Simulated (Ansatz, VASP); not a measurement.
**SbP in two plane-wave programs**

One calculation is typed for both programs; each brings its own data sets and cutoff. How far apart do they land? The cell is invented: As first built, before any earlier steps moved the atoms (in the runner's words): it takes the SbAs structure with some of its atoms replaced by other elements, volume scaled by an estimate. It may not be a known or stable phase. The cell is taken from a series of VASP runs on this material, whose earlier steps may have relaxed, scaled or displaced it; both programs get it as it stands.

Main program and level: Ansatz 0.2.0; plane waves, with VASP 6.6.1 beside it; relaxation of cell and atoms at BLYP with D3(BJ).

## 1. Set-up

The structure is trigonal, space group R-3m (No. 166). The conventional cell has a = 3.961 Å, b = 3.961 Å, c = 9.681 Å, α = 90.00°, β = 90.00°, γ = 120.00°. Nearest to Sb lie 6 P at 2.80 Å. P has 6 Sb at 2.80 Å nearest. As first built, before any earlier steps moved the atoms (in the runner's words): sites of the SbAs structure (space group 166) filled with other elements, volume scaled by an estimate. Farther neighbours are not listed.

Coordinates:

```cif
data_structure
_symmetry_space_group_name_H-M 'R-3m:H'
_symmetry_Int_Tables_number 166
_cell_length_a 3.9611
_cell_length_b 3.9611
_cell_length_c 9.6812
_cell_angle_alpha 90.000
_cell_angle_beta 90.000
_cell_angle_gamma 120.000
_cell_volume 131.55
loop_
_atom_site_label
_atom_site_type_symbol
_atom_site_symmetry_multiplicity
_atom_site_Wyckoff_symbol
_atom_site_fract_x
_atom_site_fract_y
_atom_site_fract_z
_atom_site_occupancy
Sb1 Sb 3 b 0.33333 0.66667 0.16667 1
P1 P 3 a 0.00000 0.00000 0.00000 1
```

## 2. VASP: relaxation of cell and atoms, BLYP with D3(BJ)

The relaxed volume is the usual yardstick between codes: its relative difference is about their pressure difference at one cell divided by the bulk modulus.

Lines of VASP's logs that name or quote its potential files are left out, and so is its time.

Contents of INCAR:

```
SYSTEM = SbP
PREC = Accurate
ENCUT = 400
EDIFF = 1E-06
NELM = 100
ISMEAR = 0
SIGMA = 0.05
LREAL = .FALSE.
ALGO = Normal
GGA = B5
ALDAX = 1
AGGAX = 1
AGGAC = 1
ALDAC = 0
IVDW = 12
VDW_S6 = 1
VDW_S8 = 2.6996
VDW_A1 = 0.4298
VDW_A2 = 4.2359
LORBIT = 11
LWAVE = .FALSE.
LCHARG = .FALSE.
IBRION = 2
NSW = 60
ISIF = 3
EDIFFG = -0.01
```

Contents of POSCAR:

```
SbP
1.0
    1.9805425052      1.1434665690      3.2270554630
   -1.9805425052      1.1434665690      3.2270554630
    0.0000000000     -2.2869331380      3.2270554630
Sb P
1 1
Direct
    0.5000000000      0.5000000000      0.5000000000
    0.0000000000      0.0000000000      0.0000000000
```

Contents of KPOINTS:

```
Automatic mesh
0
Gamma
6 6 6
0 0 0
```

PAW data sets: Sb and P (PBE family, release 64).

The run is started by

```console
mpirun -np 1 vasp_std
```

Numbers of over 12 decimals in the logs are rounded to 6 here.

What it wrote:

```text
[banner, memory and clock lines left out]
running    1 mpi-ranks, on    1 nodes
 distrk:  each k-point on    1 cores,    1 groups
 distr:  one band on    1 cores,    1 groups

 POSCAR found type information on POSCAR SbP
 POSCAR found :  2 types and       2 ions
|                                                                             |
|               ----> ADVICE to this user running VASP <----                  |
|                                                                             |
|     You enforced a specific xc type in the INCAR file but a different       |
|     [... a line on the potential file left out ...]
|     I HOPE YOU KNOW WHAT YOU ARE DOING!                                     |
|                                                                             |

 LDA part: xc-table for (Slater(with rela. corr.)+VWN5), standard interpolation
 POSCAR, INCAR and KPOINTS ok, starting setup
 FFT: planning ... GRIDC
 FFT: planning ... GRID_SOFT
 FFT: planning ... GRID
 WAVECAR not read
 entering main loop
       N       E                     dE             d eps       ncg     rms          rms(c)
DAV:   1     0.227444872100E+02    0.22744E+02   -0.33776E+03   576   0.705E+02
DAV:   2    -0.673271067628E+01   -0.29477E+02   -0.28482E+02   854   0.110E+02
DAV:   3    -0.778703008674E+01   -0.10543E+01   -0.10523E+01   720   0.224E+01
DAV:   4    -0.779530077025E+01   -0.82707E-02   -0.82675E-02   731   0.220E+00
DAV:   5    -0.779536503930E+01   -0.64269E-04   -0.64264E-04   693   0.178E-01    0.392E+00
DAV:   6    -0.753447647284E+01    0.26089E+00   -0.11683E+00   598   0.488E+00    0.238E+00
DAV:   7    -0.754364170357E+01   -0.91652E-02   -0.10658E-01   620   0.207E+00    0.113E+00
DAV:   8    -0.754584198127E+01   -0.22003E-02   -0.12013E-02   618   0.645E-01    0.353E-01
DAV:   9    -0.754609987146E+01   -0.25789E-03   -0.32872E-03   628   0.377E-01    0.777E-02
DAV:  10    -0.754610644824E+01   -0.65768E-05   -0.15275E-04   684   0.101E-01    0.348E-02
DAV:  11    -0.754612393529E+01   -0.17487E-04   -0.39494E-05   607   0.539E-02    0.895E-03
DAV:  12    -0.754612352935E+01    0.40594E-06   -0.29229E-06   473   0.108E-02
   1 F= -.96940330E+01 E0= -.96929121E+01  d E =-.969403E+01
 curvature:   0.00 expect dE= 0.000E+00 dE for cont linesearch  0.000E+00
 trial: gam= 0.00000 g(F)=  0.103E-59 g(S)=  0.295E-04 ort = 0.000E+00 (trialstep = 0.100E+01)
 search vector abs. value=  0.295E-04
 bond charge predicted
       N       E                     dE             d eps       ncg     rms          rms(c)
DAV:   1    -0.754931087148E+01   -0.31869E-02   -0.87992E-04   625   0.177E-01    0.308E-02
DAV:   2    -0.754928802413E+01    0.22847E-04   -0.47482E-05   625   0.392E-02    0.148E-02
DAV:   3    -0.754928088509E+01    0.71390E-05   -0.74837E-06   634   0.180E-02    0.474E-03
DAV:   4    -0.754927927787E+01    0.16072E-05   -0.20136E-06   387   0.854E-03    0.193E-03
DAV:   5    -0.754927913017E+01    0.14770E-06   -0.13249E-07   303   0.314E-03
   2 F= -.96940397E+01 E0= -.96929173E+01  d E =-.670376E-05
 trial-energy change:   -0.000007  1 .order   -0.000008   -0.000029    0.000013
 step:   0.6903(harm=  0.6903)  dis= 0.00000  next Energy=    -9.694043 (dE=-0.102E-04)
 reached required accuracy - stopping structural energy minimisation
```

OUTCAR, selected parts (step 2):

```text
ion  position               nearest neighbor table
   1  0.500  0.500  0.500-   2 2.80   2 2.80   2 2.80   2 2.80   2 2.80   2 2.80
   2  0.000  0.000  0.000-   1 2.80   1 2.80   1 2.80   1 2.80   1 2.80   1 2.80

  LATTYP: Found a trigonal (rhomboedric) cell.
 ALAT       =     3.9552435286
 COS(alpha) =     0.4985220138

 Subroutine GETGRP returns: Found 12 space group operations
 (whereof 12 operations were pure point group operations)

The static configuration has the point symmetry D_3d.

 Found     32 irreducible k-points:

   k-points           NKPTS =     32   k-points in BZ     NKDIM =     32   number of bands    NBANDS=      9

   dimension x,y,z NGX =    28 NGY =   28 NGZ =   28
   dimension x,y,z NGXF=    56 NGYF=   56 NGZF=   56

   ENCUT  =  400.0 eV  29.40 Ry    5.42 a.u.   6.45  6.45  6.45*2*pi/ulx,y,z

   NELECT =      10.0000    total number of electrons

 k-points in reciprocal lattice and weights: Automatic mesh
   0.00000000  0.00000000  0.00000000       0.005
   0.16666667 -0.00000000 -0.00000000       0.028
   0.33333333 -0.00000000 -0.00000000       0.028
   0.50000000  0.00000000 -0.00000000       0.014
   0.16666667  0.16666667 -0.00000000       0.028
   0.33333333  0.16666667 -0.00000000       0.056
   0.50000000  0.16666667  0.00000000       0.056
  -0.33333333  0.16666667  0.00000000       0.056
  -0.16666667  0.16666667  0.00000000       0.028
[...]
-0.33333333  0.50000000  0.33333333       0.028
   0.50000000  0.50000000  0.50000000       0.005

 Edisp (eV)   -2.14791

 average (electrostatic) potential at core
       1 -85.0142       2 -80.4638

 E-fermi :   8.9929

 k-point     1 :       0.0000    0.0000    0.0000
  band No.  band energies     occupation
      1      -5.3313      2.00000
      2       4.5924      2.00000
      3       6.5764      2.00000
      4       6.5764      2.00000
      5       6.6049      2.00000
      6      12.6155      0.00000
      7      12.6267      0.00000
      8      12.6267      0.00000
      9      13.8554      0.00000

 k-point     2 :       0.1667   -0.0000   -0.0000
  band No.  band energies     occupation
      1      -4.9681      2.00000
      2       2.7881      2.00000
      3       6.6359      2.00000
      4       6.6586      2.00000
      5       7.6891      2.00000
      6      11.1349      0.00000
      7      11.1377      0.00000
      8      11.5777      0.00000
      9      14.1723      0.00000

 k-point     3 :       0.3333   -0.0000   -0.0000
  band No.  band energies     occupation
      1      -3.8953      2.00000
      2       0.2100      2.00000
      3       6.9174      2.00000
      4       6.9341      2.00000
      5       8.4758      2.00000
      6       9.2994      0.00000
      7       9.3040      0.00000
      8      10.2508      0.00000
      9      15.6874      0.00000

 Edisp (eV)   -2.14476

  Total      -0.00848    -0.00848    -0.01048    -0.00000    -0.00000     0.00000
  in kB      -0.30926    -0.30926    -0.38238    -0.00000    -0.00000     0.00000
  external pressure =       -0.33 kB  Pullay stress =        0.00 kB

  energy-cutoff  :      400.00
  volume of cell :       43.91
      direct lattice vectors                 reciprocal lattice vectors
     1.981552491  1.144049685  3.228466704     0.252327406  0.145681319  0.103248187
    -1.981552491  1.144049685  3.228466704    -0.252327406  0.145681319  0.103248187
     0.000000000 -2.288099369  3.228466704     0.000000000 -0.291362637  0.103248187

 POSITION                                       TOTAL-FORCE (eV/Angst)
 -----------------------------------------------------------------------------------
      0.00000      0.00000      4.84270         0.000000      0.000000     -0.000000
      0.00000      0.00000      9.68540        -0.000000      0.000000      0.000000
 -----------------------------------------------------------------------------------
    total drift:                                0.000000     -0.000000      0.000000

  FREE ENERGIE OF THE ION-ELECTRON SYSTEM (eV)
  ---------------------------------------------------
  free  energy   TOTEN  =        -9.6940397111 eV

  energy  without entropy=       -9.6917948286  energy(sigma->0) =       -9.69291727

 reached required accuracy - stopping structural energy minimisation

 total charge
# of ion       s       p       d       tot
------------------------------------------
    1        1.262   1.052   0.061   2.375
    2        1.105   1.366   0.000   2.471
--------------------------------------------------
tot          2.367   2.418   0.061   4.846

[... 3 further parts left out ...]
```

CONTCAR:

```
SbP
   1.00000000000000
     1.9815524914526932    1.1440496845602313    3.2284667037675758
    -1.9815524914526932    1.1440496845602313    3.2284667037675758
     0.0000000000000000   -2.2880993691204625    3.2284667037675758
  Sb              P
     1     1
Direct
     0.5000000000000000    0.5000000000000000    0.5000000000000000
     1.0000000000000000    1.0000000000000000    1.0000000000000000
```

## 3. Ansatz: relaxation of cell and atoms, BLYP with D3(BJ)

Ansatz runs on its default PAW (the set named soft_2) files.

The same cell, functional (in two slightly different forms), mesh and smearing now go to Ansatz, which takes its cutoff from its data sets.

Contents of input.yaml:

```yaml
crystal:
  lattice:
    - [1.9805425052, 1.143466569, 3.227055463]
    - [-1.9805425052, 1.143466569, 3.227055463]
    - [0.0, -2.286933138, 3.227055463]
  atoms:
    - { symbol: Sb, position: [0.5, 0.5, 0.5] }
    - { symbol: P, position: [0.0, 0.0, 0.0] }
hamiltonian:
  xc: blyp
  pseudopotentials: { kind: paw }
  dispersion: d3bj
kpoints:
  mp_grid: { grid: [6, 6, 6] }
scf:
  occupations: { method: gaussian, width: 0.05 }
relax:
  f_tol: 0.01
  max_steps: 60
  cell: { stress_tol: 0.05 }
output:
  forces: true
  stress: true
```

The run is started by

```console
ansatz run input.yaml --threads 4 --pin off --max-ram 9216MiB --backend cpu --events-out ev --progress --plain --runs-dir out
```

What it wrote:

```text
Engine: ansatz 0.2.0, aarch64-unknown-linux-gnu
Pseudopotentials: kind: paw
Pseudopotential: Sb, paw, valence charge 15, recommended cutoff 420 eV (normal), Sb.paw.azcp
Pseudopotential: P, paw, valence charge 5, recommended cutoff 420 eV (normal), P.paw.azcp
Functional definition: BLYP
  parameter beta = 0.0042
  parameter a = 0.04918
  parameter b = 0.132
  parameter c = 0.2533
  parameter d = 0.349
  exchange = b88_x(beta = beta)
  correlation = lyp_c(a = a, b = b, c = c, d = d)
Crystal: 2 atoms, lattice volume = 43.850 Å³
Basis set: ecut = 420 eV, 869 PW (Γ), exchange–correlation on 54×54×54 points (8 copies of the dense FFT grid, shifted against one another)
Bands: 14, of which v1, the nominal top of the filled ones, is band 10 counted from 1 (9 counted from 0)
Symmetry: 12 space group operations
Space group: R-3m (ITA 166), of the structure as read, at distance tolerance 3.5e-5 Å
k-points: 32 of 216
Non-local potential: Sb, projectors of the file, l = 0: 2, l = 1: 2, l = 2: 2, l = 3: 2
Non-local potential: P, projectors of the file, l = 0: 2, l = 1: 2, l = 2: 2
PAW form: soft (Blöchl's): semilocal exchange-correlation on the pseudo side does not see the compensation charge
PAW frozen core: Sb, regenerated for the run's functional, and the local potential with it (the file was generated under x = pbe(κ = 0.804, μ = 0.219515), c = pbe(β = 0.066725))
PAW frozen core: P, regenerated for the run's functional, and the local potential with it (the file was generated under x = pbe(κ = 0.804, μ = 0.219515), c = pbe(β = 0.066725))
PAW one-centre angular grid: Sb, 590 points (default); XC on 64 Gauss nodes
PAW one-centre angular grid: P, 110 points (default); XC on 64 Gauss nodes
Initial density: superposition of atomic densities (neutral atoms: chi_scale 0, normalization atom), corrected by the library's trained network
Initial wavefunctions: pseudopotential atomic-orbital guess
Functional: x = b88, c = lyp
SCF iter   1: F=—  HF=-7262.536878 eV  |F-HF|=—  |Δ(HF+E_count)|=         —  Δρ=9.11e-3  dr2=4.93e-2  ethr=1.77e-3  ⟨swp⟩=6.3  Hψ=2737  notcnv=0
preconditioner: auto → none  [insulator: Δε(μ)=0.188 eV  Ē_g=9.640 eV  σ=0.050 eV  W_gap=0.64  n_scr=14 (ndim 8)  ℏωp=17.7 eV  f_vac=0.000  D(μ)=1.28/eV (n_scr^D=14)  ε∞_Penn≈4.4]
SCF iter   2: F=—  HF=-7262.521340 eV  |F-HF|=—  |Δ(HF+E_count)|=   1.55e-2  Δρ=3.62e-3  dr2=6.43e-3  ethr=2.47e-4  ⟨swp⟩=2.2  Hψ=858  notcnv=0
SCF iter   3: F=—  HF=-7262.519473 eV  |F-HF|=—  |Δ(HF+E_count)|=   1.87e-3  Δρ=3.55e-4  dr2=3.38e-5  ethr=3.22e-5  ⟨swp⟩=2.5  Hψ=697  notcnv=0
SCF iter   4: F=—  HF=-7262.519470 eV  |F-HF|=—  |Δ(HF+E_count)|=   3.25e-6  Δρ=1.26e-4  dr2=3.18e-6  ethr=1.69e-7  ⟨swp⟩=2.2  Hψ=784  notcnv=0
iter 5 did not close the SCF: its close was put off for the readings that it lacked (scf_convergence_deferred on its scf_iter line)
SCF iter   5: F=-7262.519479 eV  HF=-7262.519479 eV  |F-HF|=3.93e-9  |Δ(HF+E_count)|=   8.77e-6  Δρ=1.67e-5  dr2=8.29e-8  ethr=1.59e-8  ⟨swp⟩=3.0  Hψ=859  notcnv=0
SCF iter   6: F=-7262.519479 eV  HF=-7262.519479 eV  |F-HF|=3.22e-10  |Δ(HF+E_count)|=   3.76e-8  Δρ=1.79e-6  dr2=8.61e-10  ethr=4.14e-10  ⟨swp⟩=3.2  Hψ=1831  notcnv=0
SCF 1 converged in 6 iterations: F = -7262.519479 eV  dr2 = 8.61e-10
  greatest PAW one-centre occupation: 0.998 electrons in one spin orbital (limit 2), on the Sb atom at site 0 (counted from 0), in its partial waves of l = 2
relax step   1: F+E_penalty+E_count = -7262.51947875 eV  Δ(F+E_penalty+E_count) = +0.000e0 eV  max|allowed force component| = 8.415e-30 eV/Å  Δτ_max = 0.0000 Å  P = -0.127 GPa  Ω = 43.850 Å³  (6 SCF iters, dr2 threshold 1.00e-7 eV, accepted)
[...]
relax step   2: F+E_penalty+E_count = -7262.51952358 eV  Δ(F+E_penalty+E_count) = -4.483e-5 eV  max|allowed force component| = 5.259e-31 eV/Å  Δτ_max = 0.0000 Å  P = +0.100 GPa  Ω = 43.709 Å³  energy of the carried Pulay correction = +3.255e-5 eV  (6 SCF iters, dr2 threshold 4.06e-8 eV, accepted)
[...]
relax step   3: F+E_penalty+E_count = -7262.51952861 eV  Δ(F+E_penalty+E_count) = -5.027e-6 eV  max|allowed force component| = 3.418e-29 eV/Å  Δτ_max = 0.0000 Å  P = -0.001 GPa  Ω = 43.771 Å³  energy of the carried Pulay correction = +1.821e-5 eV  (6 SCF iters, dr2 threshold 2.67e-8 eV, accepted)
[...]
relax step   4: F+E_penalty+E_count = -7262.51951668 eV  Δ(F+E_penalty+E_count) = +1.193e-5 eV  max|allowed force component| = 3.366e-29 eV/Å  Δτ_max = 0.0000 Å  P = -0.001 GPa  Ω = 43.771 Å³  stress off target by 4.14e-3 GPa  SCF on the basis re-selected at this cell (its energy is not comparable with the rows above)  (10 SCF iters)
basis re-selected at this cell: Δ(F+E_penalty+E_count) = +1.193e-5 eV, ΔP = -0.000 GPa vs the last step (what re-selecting the basis moved, of the pressure what is left beyond the Pulay correction that the steps carried, after the strain that the cell walked since its last selection, with what the two solves' SCF thresholds leave and, on support functions, any second-order correction that the steps lacked; it is no m [...]
SCF converged after 10 iterations
Free energy (F): -7262.519517 eV
Harris-Foulkes:  -7262.519517 eV  (|F-HF|=0.00e0)
Internal energy: -7262.517268 eV  (E = F + TS)
E sigma→0 (E₀):  -7262.518392 eV
Entropy (-TS):   -0.002249 eV (-1.124 meV/atom)
Fermi energy:    11.397970 eV
--- Per-component energies (eV) ---
  E_band       = -132.124116
  E_kinetic    = 279.107942
  E_local      = -1612.102318  (includes V_loc(G=0)·N_el)
  E_nonlocal   = 394.076295
  E_hartree    = 729.132441
  E_xc         = -197.353633
  E_vxc        = -153.038187  (∫ρ·V_xc dr)
  E_paw        = -5167.635307  (= ΣΔE_a)
  E_vpaw       = -498.432731  (= ΣTr[D̂ρ^β])
  E_aug_tail   = 0.000002  (compensation charges beyond the density's cutoff)
  E_ewald      = -1685.535747
  E_disp       = -2.152035  (pairwise vdW)
  E_core_change = -0.054906  (= ΣΔE_core)
  E_smearing   = -0.002249  (= −TS)
  E_closure    = 0.000000  (closes the sum)
  Σ components = -7262.519517   (vs F -7262.519517, Δ=0.00e0)
--- Forces (eV/Å), atoms counted from 1 ---
  atom   1  Sb     0.00000000    -0.00000000     0.00000000
  atom   2  P      0.00000000     0.00000000     0.00000000
  max |Σ_I F_I| component: 6.73e-29 eV/Å
--- Stress (GPa, compression-positive) ---
        0.000536       0.000000      -0.000000
        0.000000       0.000536       0.000000
       -0.000000       0.000000      -0.004144
  P = ⅓ Tr σ = -0.0010 GPa (-0.010 kbar)
--- Relaxed structure (3 steps of the walk, 3 accepted, 1 SCFs on fresh bases) ---
  F+E_penalty+E_count = -7262.51951668 eV   max|allowed force component| = 3.366e-29 eV/Å   (the final SCF, on the basis selected at the relaxed cell)
  cell:  # Å, volume = 43.7706 Å³
    - [1.979419, 1.142818, 3.224902]
    - [-1.979419, 1.142818, 3.224902]
    - [0, -2.285636, 3.224902]
  atoms:
    - { symbol: Sb, position: [0.5, 0.5, 0.500000] }
    - { symbol: P, position: [0, 0, 0] }
```

The job ended after 2.2 s (4 threads of Arm Neoverse V2, shared host; peak memory 0.32 GiB; 5.7 s of CPU time).

## 4. Side by side

Known differences besides the potentials themselves: both relaxations stop at a tolerance, which leaves soft axes loose, and VASP keeps its plane-wave basis; the data sets hold 20 valence electrons in Ansatz (default PAW (the set named soft_2) files) and 10 in VASP; the cutoff is 420 eV in Ansatz and 400 eV in VASP; Ansatz makes its cores anew for this functional, VASP keeps those of its PBE data sets; VASP leaves aspherical gradient terms in its spheres out (LASPH is not set), Ansatz keeps them; VASP's log shows a relativistic correction to its local exchange, Ansatz's none; Ansatz adds a Pulay correction to the stress that steers its cell, VASP none. Total energies have different zeros and are not compared.

The two programs side by side:

| quantity | Ansatz | VASP | difference |
| --- | --- | --- | --- |
| volume (Å³) | 43.77 | 43.91 | -0.33 % |
| edge a after relaxation, in the typed setting (Å) | 3.953 | 3.957 | -0.11 % |

The walks stopped with 0.00 GPa left in Ansatz and -0.03 GPa in VASP; each walk ends within a tolerance, so the volume difference is uncertain by about these residues over the bulk modulus, most in soft cells.

## 5. Results

```json
{
  "difference in volume (relaxation of cell and atoms, BLYP with D3(BJ))": "-0.33 %"
}
```

**Reading.** The difference in volume is -0.33 % (relaxation of cell and atoms, BLYP with D3(BJ)), within the 1.2 % picked in this series as the mark of a large difference, as far as the stopping tolerances let one tell. How closely two codes agree says nothing of how well the functional describes the real material.

[Lines on the potential files, build, host, timing and source positions are cut from VASP's logs without a mark.]

[Logs are printed without paths, hosts, clocks, repeated set-up lines and the standing remarks that a program may print on its own settings, such as how far it seeks lower states.]

[Hosts, paths, dates, database ids (printed as entryN), source tags and the programs' standing remarks are cut or masked in the printed files.]
